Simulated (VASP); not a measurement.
Data:

```
CELL_PARAMETERS angstrom
      0.00000     5.13493     0.01849
      5.20882     0.00000     0.00000
      0.00000    -0.86914    -5.23496
ATOMIC_POSITIONS crystal
  Zr 0.72290 0.95681 0.79048
  Zr 0.27710 0.45681 0.70952
  Zr 0.27710 0.04319 0.20952
  Zr 0.72290 0.54319 0.29048
  O  0.93164 0.66696 0.65577
  O  0.06836 0.16696 0.84423
  O  0.06836 0.33304 0.34423
  O  0.93164 0.83304 0.15577
  O  0.55098 0.24272 0.52084
  O  0.44902 0.74272 0.97916
  O  0.44902 0.75728 0.47916
  O  0.55098 0.25728 0.02084
```

The numbers are results of PBEsol GGA, VASP's PBE PAW potentials (set 64) (plane waves; VASP), not measurements. Numerical set-up: 520 eV cut-off, Gaussian smearing of 0.050 eV, potentials Zr_sv O.

Question: Give the energies of bands 41 to 54 at the high-symmetry points, in eV from the valence-band maximum.

Answer: 
| band | Γ | Z | D | B | A | E | C2 | Y2 |
|---|---|---|---|---|---|---|---|---|
| 41 | -1.62 | -1.26 | -1.52 | -1.54 | -1.33 | -1.51 | -1.55 | -1.49 |
| 42 | -1.18 | -1.26 | -1.52 | -1.54 | -1.33 | -1.51 | -1.55 | -1.32 |
| 43 | -1.14 | -1.03 | -0.91 | -1.03 | -1.24 | -1.23 | -1.40 | -1.26 |
| 44 | -0.84 | -1.03 | -0.91 | -1.03 | -1.24 | -1.23 | -1.40 | -0.92 |
| 45 | -0.64 | -0.85 | -0.89 | -0.77 | -0.94 | -1.03 | -0.94 | -0.73 |
| 46 | -0.54 | -0.85 | -0.89 | -0.77 | -0.94 | -1.03 | -0.94 | -0.57 |
| 47 | -0.19 | -0.42 | -0.65 | -0.47 | -0.48 | -0.68 | -0.58 | -0.40 |
| 48 | 0.00 | -0.42 | -0.65 | -0.47 | -0.48 | -0.68 | -0.58 | -0.08 |
| 49 | 3.99 | 4.47 | 4.33 | 4.22 | 3.80 | 4.03 | 4.24 | 3.58 |
| 50 | 4.34 | 4.47 | 4.33 | 4.22 | 3.80 | 4.03 | 4.24 | 4.52 |
| 51 | 4.65 | 4.91 | 4.50 | 4.52 | 4.90 | 4.61 | 4.61 | 4.58 |
| 52 | 4.93 | 4.91 | 4.50 | 4.52 | 4.90 | 4.61 | 4.61 | 4.73 |
| 53 | 4.99 | 5.26 | 5.17 | 5.48 | 5.09 | 5.02 | 5.42 | 5.18 |
| 54 | 5.40 | 5.26 | 5.17 | 5.48 | 5.09 | 5.02 | 5.42 | 5.22 |

The gap is indirect, 3.58 eV, from the valence maximum at Γ to the conduction minimum at Y2.

The compound is ZrO2 in the monoclinic structure. It was relaxed first.
